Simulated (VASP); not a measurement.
BeSe (zinc blende), at 0.96 of the tabulated volume:

```
BeSe
1.0
    0.00000     2.53527     2.53527
    2.53527     0.00000     2.53527
    2.53527     2.53527     0.00000
Be Se
1 1
Cartesian
  0.00000   0.00000   0.00000
  1.26763   1.26763   1.26763
```

The lowest empty band near X, direction across the valley's axis, from mBJ (TB09) with spin-orbit coupling in VASP (PAW); its two spin partners are averaged. The gap over the points computed is 3.35 eV, and the next band on that side lies 1.33 eV away at the edge.

Numerical set-up: 400 eV cut-off, 10×10×10 Γ-centred mesh, Gaussian smearing of 0.050 eV, potentials Be Se.

```tsv
distance from the edge in k (1/Å)	distance in energy (meV)
0.018	4.4
0.025	8.4
0.035	16.4
0.050	33.5
0.070	65.6
```

Q: Fit E(1 + αE) = ħ²k²/2m* (ħ²/2m0 = 3.810 eV Å²) and predict the row at 0.095 1/Å.

A: The rows don't resolve α, so a parabola serves: the electron mass is m* = 0.285 m0, and so 120.9 meV. The run gave 120.4 meV, -0.5 meV from the fit.

Left out are points under 3 meV from the edge, since the levels carry 0.1 meV, and points farther than half the way to the next band.

The compound is BeSe in the zinc blende structure. The cell was not relaxed at this level.
